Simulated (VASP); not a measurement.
# TaMo2C3 (P6_3/mmc) in VASP: band structure with PBE

Aim: the band structure of TaMo2C3 with PBE.

Everything below comes from runs of VASP 6.6.1. Logs are shortened: lines on timing, memory, paths and dates and some standing lists are left out, and cuts for length are marked.

## (1) The crystal as given

The structure is hexagonal, space group P6_3/mmc (No. 194). The conventional cell has a = 3.042 Å, b = 3.042 Å, c = 15.983 Å, α = 90.00°, β = 90.00°, γ = 120.00°. Around Ta (site symmetry -3m) lie 6 C at 2.20 Å. Mo (site symmetry 3m) is surrounded by 6 C at 2.17 to 2.24 Å. Around C (site symmetry 3m) lie 3 Mo at 2.17 Å and 3 Ta at 2.20 Å. C (site symmetry -6m2) has 6 Mo at 2.24 Å as nearest neighbours.

The cell was built by a generator and needn't be a form met in nature.

## (2) Band structure, PBE

Contents of INCAR:

```
  PREC = Accurate
  ENCUT = 520
  EDIFF = 1E-6
  ISMEAR = 0
  SIGMA = 0.1
  LREAL = F
  LASPH = T
  NELM = 80
  ALGO = Normal
  ISIF = 2
  LWAVE = F
  LCHARG = F
  LMAXMIX = 4
  GGA = PE
  KPAR = 2
```

Contents of KPOINTS:

```
regular mesh
0
Gamma
  12 12 2
```

Contents of POSCAR:

```
TaMo2C3
1.0
    3.0418820000      0.0000000000      0.0000000000
   -1.5209410000      2.6343470000      0.0000000000
    0.0000000000      0.0000000000     15.9834200000
Ta Mo C
2 4 6
Direct
    0.0000000000      0.0000000000      0.0000000000
    0.0000000000      0.0000000000      0.5000000000
    0.3333330000      0.6666670000      0.6627420000
    0.3333330000      0.6666670000      0.8372580000
    0.6666670000      0.3333330000      0.1627420000
    0.6666670000      0.3333330000      0.3372580000
    0.6666670000      0.3333330000      0.9167620000
    0.3333330000      0.6666670000      0.0832380000
    0.6666670000      0.3333330000      0.7500000000
    0.6666670000      0.3333330000      0.5832380000
    0.3333330000      0.6666670000      0.4167620000
    0.3333330000      0.6666670000      0.2500000000
```

Contents of KPOINTS_OPT:

```
path GMKGALHA,LM,KH
20
line-mode
reciprocal
 0.0000000000  0.0000000000  0.0000000000  G
 0.5000000000  0.0000000000  0.0000000000  M

 0.5000000000  0.0000000000  0.0000000000  M
 0.3333333333  0.3333333333  0.0000000000  K

 0.3333333333  0.3333333333  0.0000000000  K
 0.0000000000  0.0000000000  0.0000000000  G

 0.0000000000  0.0000000000  0.0000000000  G
 0.0000000000  0.0000000000  0.5000000000  A

 0.0000000000  0.0000000000  0.5000000000  A
 0.5000000000  0.0000000000  0.5000000000  L

 0.5000000000  0.0000000000  0.5000000000  L
 0.3333333333  0.3333333333  0.5000000000  H

 0.3333333333  0.3333333333  0.5000000000  H
 0.0000000000  0.0000000000  0.5000000000  A

 0.5000000000  0.0000000000  0.5000000000  L
 0.5000000000  0.0000000000  0.0000000000  M

 0.3333333333  0.3333333333  0.0000000000  K
 0.3333333333  0.3333333333  0.5000000000  H
```

Potentials or basis: VASP PAW PBE potentials, release 64 (Ta_pv, Mo_sv, C).

Command:

```bash
> cat potpaw_PBE.64/Ta_pv/POTCAR potpaw_PBE.64/Mo_sv/POTCAR potpaw_PBE.64/C/POTCAR > POTCAR
> mpirun -np 2 vasp_std > vasp.out
```

OUTCAR:

```text
PREC = Accurate
   ENCUT = 520
   EDIFF = 1E-6
   ISMEAR = 0
   LREAL = F
   LASPH = T
   NELM = 80
   ISIF = 2
   GGA = PE

 ion  position               nearest neighbor table
   1  0.000  0.000  0.000-   7 2.20   8 2.20   8 2.20   7 2.20   7 2.20   8 2.20   4 3.14   5 3.14
                             4 3.14   5 3.14   4 3.14   5 3.14
   2  0.000  0.000  0.500-  10 2.20  11 2.20  11 2.20  10 2.20  10 2.20  11 2.20   3 3.14   6 3.14
                             3 3.14   6 3.14   3 3.14   6 3.14
   3  0.333  0.667  0.663-  10 2.17  10 2.17  10 2.17   9 2.24   9 2.24   9 2.24   4 2.79   2 3.14
                             2 3.14   2 3.14
   4  0.333  0.667  0.837-   7 2.17   7 2.17   7 2.17   9 2.24   9 2.24   9 2.24   3 2.79   1 3.14
                             1 3.14   1 3.14
   5  0.667  0.333  0.163-   8 2.17   8 2.17   8 2.17  12 2.24  12 2.24  12 2.24   6 2.79   1 3.14
                             1 3.14   1 3.14
   6  0.667  0.333  0.337-  11 2.17  11 2.17  11 2.17  12 2.24  12 2.24  12 2.24   5 2.79   2 3.14
                             2 3.14   2 3.14
   7  0.667  0.333  0.917-   4 2.17   4 2.17   4 2.17   1 2.20   1 2.20   1 2.20
   8  0.333  0.667  0.083-   5 2.17   5 2.17   5 2.17   1 2.20   1 2.20   1 2.20
   9  0.667  0.333  0.750-   3 2.24   4 2.24   3 2.24   4 2.24   3 2.24   4 2.24
  10  0.667  0.333  0.583-   3 2.17   3 2.17   3 2.17   2 2.20   2 2.20   2 2.20
  11  0.333  0.667  0.417-   6 2.17   6 2.17   6 2.17   2 2.20   2 2.20   2 2.20
  12  0.333  0.667  0.250-   5 2.24   6 2.24   5 2.24   6 2.24   5 2.24   6 2.24

  LATTYP: Found a hexagonal cell.
 ALAT       =     3.0418820000
 C/A-ratio  =     5.2544510274

  Lattice vectors:

 A1 = (   3.0418820000,   0.0000000000,   0.0000000000)
 A2 = (  -1.5209410000,   2.6343470000,   0.0000000000)
 A3 = (   0.0000000000,   0.0000000000,  15.9834200000)

Analysis of symmetry for initial positions (statically):
=====================================================================
 Subroutine PRICEL returns:
 Original cell was already a primitive cell.

 Routine SETGRP: Setting up the symmetry group for a
 hexagonal supercell.

 Subroutine GETGRP returns: Found 24 space group operations
 (whereof 12 operations were pure point group operations)
 out of a pool of 24 trial point group operations.

The static configuration has the point symmetry D_3d.
 The point group associated with its full space group is D_6h.

Analysis of symmetry for dynamics (positions and initial velocities):
=====================================================================
 Subroutine PRICEL returns:
 Original cell was already a primitive cell.

 Routine SETGRP: Setting up the symmetry group for a
 hexagonal supercell.

 Subroutine GETGRP returns: Found 24 space group operations
 (whereof 12 operations were pure point group operations)
 out of a pool of 24 trial point group operations.

The dynamic configuration has the point symmetry D_3d.
 The point group associated with its full space group is D_6h.

 Subroutine INISYM returns: Found 24 space group operations
 (whereof 12 operations are pure point group operations),
 and found     1 'primitive' translations

----------------------------------------------------------------------------------------

                                     Primitive cell

  volume of cell :     128.0811

  direct lattice vectors                    reciprocal lattice vectors
     3.041882000  0.000000000  0.000000000     0.328743850  0.189800357  0.000000000
    -1.520941000  2.634347000  0.000000000     0.000000000  0.379600713  0.000000000
     0.000000000  0.000000000 15.983420000     0.000000000  0.000000000  0.062564833

  length of vectors
     3.041882000  3.041881924 15.983420000     0.379600704  0.379600713  0.062564833

  position of ions in fractional coordinates (direct lattice)
     0.000000000  0.000000000  0.000000000
     0.000000000  0.000000000  0.500000000
     0.333333000  0.666667000  0.662742000
     0.333333000  0.666667000  0.837258000
     0.666667000  0.333333000  0.162742000
     0.666667000  0.333333000  0.337258000
     0.666667000  0.333333000  0.916762000
     0.333333000  0.666667000  0.083238000
     0.666667000  0.333333000  0.750000000
     0.666667000  0.333333000  0.583238000
     0.333333000  0.666667000  0.416762000
[... 29 lines left out ...]
     0.000000000  0.031633393  0.000000000     0.000000000  0.083333333  0.000000000
     0.000000000  0.000000000  0.031282416     0.000000000  0.000000000  0.500000000

  Length of vectors
     0.031633392  0.031633393  0.031282416

  Shift w.r.t. Gamma in fractional coordinates (k-lattice)
     0.000000000  0.000000000  0.000000000

 Subroutine IBZKPT returns following result:
 ===========================================

 Found     38 irreducible k-points:

 Following reciprocal coordinates:
            Coordinates               Weight
  0.000000  0.000000  0.000000      1.000000
  0.083333  0.000000  0.000000      6.000000
  0.166667  0.000000  0.000000      6.000000
  0.250000  0.000000  0.000000      6.000000
  0.333333  0.000000  0.000000      6.000000
  0.416667 -0.000000  0.000000      6.000000
[... 16 lines left out ...]
  0.250000  0.000000  0.500000      6.000000
  0.333333  0.000000  0.500000      6.000000
 [... further k-points ...]
   k-points           NKPTS =     38   k-points in BZ     NKDIM =     38   number of bands    NBANDS=     61
   number of dos      NEDOS =    301   number of ions     NIONS =     12
   total plane-waves  NPLWV =  69120
   dimension x,y,z NGX =    24 NGY =   24 NGZ =  120
   dimension x,y,z NGXF=    48 NGYF=   48 NGZF=  240
   ions per type =               2   4   6
   NGX,Y,Z   is equivalent  to a cutoff of  13.12, 13.12, 12.48 a.u.
   NGXF,Y,Z  is equivalent  to a cutoff of  26.23, 26.23, 24.96 a.u.
 SYSTEM =  unknown system
   PREC   = accura    normal or accurate (medium, high low for compatibility)
   ISTART =      0    job   : 0-new  1-cont  2-samecut
   ICHARG =      2    charge: 1-file 2-atom 10-const
   ISPIN  =      1    spin polarized calculation?
   LNONCOLLINEAR =      F non collinear calculations
   LSORBIT =      F    spin-orbit coupling
   LASPH  =      T    aspherical Exc in radial PAW
   ENCUT  =  520.0 eV  38.22 Ry    6.18 a.u.   5.66  5.66 29.72*2*pi/ulx,y,z
   NELM   =     80;   NELMIN=  2; NELMDL= -5     # of ELM steps
   EDIFF  = 0.1E-05   stopping-criterion for ELM
   LREAL  =      F    real-space projection
   EDIFFG = 0.1E-04   stopping-criterion for IOM
   NSW    =      0    number of steps for IOM
   IBRION =     -1    ionic relax: 0-MD 1-quasi-New 2-CG
   NFREE  =      0    steps in history (QN), initial steepest desc. (CG)
   ISIF   =      2    stress and relaxation
   ISYM   =      2    0-nonsym 1-usesym 2-fastsym
   POTIM  = 0.5000    time-step for ionic-motion
   TEBEG  =    0.0;   TEEND  =   0.0 temperature during run
   PSTRESS=    0.0 pullay stress
   NELECT =     102.0000    total number of electrons
   NUPDOWN=      -1.0000    fix difference up-down
   EMIN   =  10.00;   EMAX   =-10.00  energy-range for DOS
   EFERMI =   0.00;   METHOD = LEGACY
   ISMEAR =     0;   SIGMA  =   0.10  broadening in eV -4-tet -1-fermi 0-gaus
   EFERMI_NEDOS =   21; number of points for ismear=-14 and -15
   IALGO  =     38    algorithm
   IMIX   =      4    mixing-type and parameters
     AMIX     =   0.40;   BMIX     =  1.00
     AMIX_MAG =   1.60;   BMIX_MAG =  1.00
  volume/ion in A,a.u.               =      10.67        72.03
  Fermi-wavevector in a.u.,A,eV,Ry     =   1.517446  2.867557 31.329345  2.302642
  Thomas-Fermi vector in A             =   2.626700
   LORBIT       =      0    0 simple, 1 ext, 2 COOP (PROOUT), +10 PAW based schemes
   GGA     = PE    functional components
   LHFCALC =     F    Hartree Fock is set to
   AEXX    =    0.0000 exact exchange contribution
   IVDW    =     0    specifies the selected vdW correction
   LEPSILON=     F    determine dielectric tensor
   LRPA    =     F    only Hartree local field effects (RPA)
 non-spin polarized calculation
 Gauss-broadening in eV      SIGMA  =   0.10
  energy-cutoff  :      520.00
  volume of cell :      128.08
 maximum number of plane-waves:      3503
 NGX is ok and might be reduce to    24
   NGX = 11   NGY = 11   NGZ = 59

 number of electron     101.9999993 magnetization

 Free energy of the ion-electron system (eV)
  ---------------------------------------------------
  ext. energy  EPLUGINS =         0.00000000
  ---------------------------------------------------
  free energy    TOTEN  =      -125.54810743 eV

  energy without entropy =     -125.52907686  energy(sigma->0) =     -125.53859215

 E-fermi :  11.2142     XC(G=0): -13.3957

 val. band max:       11.1983490615   @ k =   0.3333   0.0833   0.0000
 cond. band min:      11.2183617789   @ k =   0.2500   0.0833   0.5000
 fundamental gap:      0.0200127174
 Fermi energy:        11.2141524286

 k-point     1 :       0.0000    0.0000    0.0000
  band No.  band energies     occupation
      1     -50.6682      2.00000
      2     -50.6682      2.00000
      3     -50.6219      2.00000
      4     -50.6218      2.00000
      5     -25.1885      2.00000
      6     -25.0992      2.00000
[... 1525 lines left out ...]
     60      13.2813      0.00000
     61      14.0366      0.00000

 [... further k-points ...]

------------------------ aborting loop because EDIFF is reached ----------------------------------------

  FORCE on cell =-STRESS in cart. coord.  units (eV):
  Direction    XX          YY          ZZ          XY          YZ          ZX
  --------------------------------------------------------------------------------------
  -------------------------------------------------------------------------------------
  Total       -0.0082587     -0.0082587     -0.0035189     -0.0000000     -0.0000000      0.0000000
  in kB       -0.1033083     -0.1033083     -0.0440181     -0.0000000     -0.0000000      0.0000000
  external PRESSURE =      -0.0835449 kB  Pullay stress =       0.0000000 kB

 VOLUME and BASIS-vectors are now :
 -----------------------------------------------------------------------------
  energy-cutoff  :      520.00
  volume of cell :      128.08
      direct lattice vectors                 reciprocal lattice vectors
     3.041882000  0.000000000  0.000000000     0.328743850  0.189800357  0.000000000
    -1.520941000  2.634347000  0.000000000     0.000000000  0.379600713  0.000000000
     0.000000000  0.000000000 15.983420000     0.000000000  0.000000000  0.062564833

 POSITION                                       TOTAL-FORCE (eV/Angst)
 -----------------------------------------------------------------------------------
      0.00000      0.00000      0.00000        -0.000000      0.000000     -0.000000
      0.00000      0.00000      7.99171        -0.000000      0.000000     -0.000000
     -0.00000      1.75623     10.59288        -0.000000      0.000000     -0.000863
     -0.00000      1.75623     13.38225        -0.000000      0.000000      0.000863
      1.52094      0.87811      2.60117         0.000000     -0.000000     -0.000863
      1.52094      0.87811      5.39054        -0.000000      0.000000      0.000863
      1.52094      0.87811     14.65299         0.000000     -0.000000     -0.000889
     -0.00000      1.75623      1.33043        -0.000000     -0.000000      0.000889
      1.52094      0.87811     11.98757        -0.000000     -0.000000     -0.000000
      1.52094      0.87811      9.32214        -0.000000     -0.000000      0.000889
     -0.00000      1.75623      6.66128         0.000000      0.000000     -0.000889
     -0.00000      1.75623      3.99586         0.000000      0.000000      0.000000
 -----------------------------------------------------------------------------------
    total drift:                                0.000000      0.000000      0.000000

  FREE ENERGIE OF THE ION-ELECTRON SYSTEM (eV)
  ---------------------------------------------------
  free  energy   TOTEN  =      -125.5481074263 eV

  energy  without entropy=     -125.5290768639  energy(sigma->0) =     -125.53859215
```

Run time: 4.7 min. Hardware: 2 MPI ranks of Intel Xeon 6975P-C (Granite Rapids), shared host; peak memory 0.51 GiB.

What came out:

| Property | Result |
| --- | --- |
| Free energy | -125.5481 eV |
| Pressure | 0.0 GPa |
| Band gap along the path | none (metal or under the smearing width) |

Levels at the corners of the path, in eV from the Fermi level:
```tsv
point	band 48	band 49	band 50	band 51	band 52	band 53
Γ	-1.65	-0.75	-0.75	-0.42	-0.42	-0.15
M	-1.75	-1.46	-0.48	0.15	1.14	1.29
M	-1.75	-1.46	-0.48	0.15	1.14	1.29
K	-1.46	-0.81	-0.45	0.39	0.39	1.29
K	-1.46	-0.81	-0.45	0.39	0.39	1.29
Γ	-1.65	-0.75	-0.75	-0.42	-0.42	-0.15
Γ	-1.65	-0.75	-0.75	-0.42	-0.42	-0.15
A	-1.28	-1.28	-1.28	-0.11	-0.11	-0.11
A	-1.28	-1.28	-1.28	-0.11	-0.11	-0.11
L	-2.20	-1.03	-1.03	0.74	0.74	1.37
L	-2.20	-1.03	-1.03	0.74	0.74	1.37
H	-1.50	-0.65	-0.65	0.41	0.41	1.16
H	-1.50	-0.65	-0.65	0.41	0.41	1.16
A	-1.28	-1.28	-1.28	-0.11	-0.11	-0.11
L	-2.20	-1.03	-1.03	0.74	0.74	1.37
M	-1.75	-1.46	-0.48	0.15	1.14	1.29
K	-1.46	-0.81	-0.45	0.39	0.39	1.29
H	-1.50	-0.65	-0.65	0.41	0.41	1.16
```

Caveat: spin-orbit coupling is left out, which moves the levels of the heavy elements.
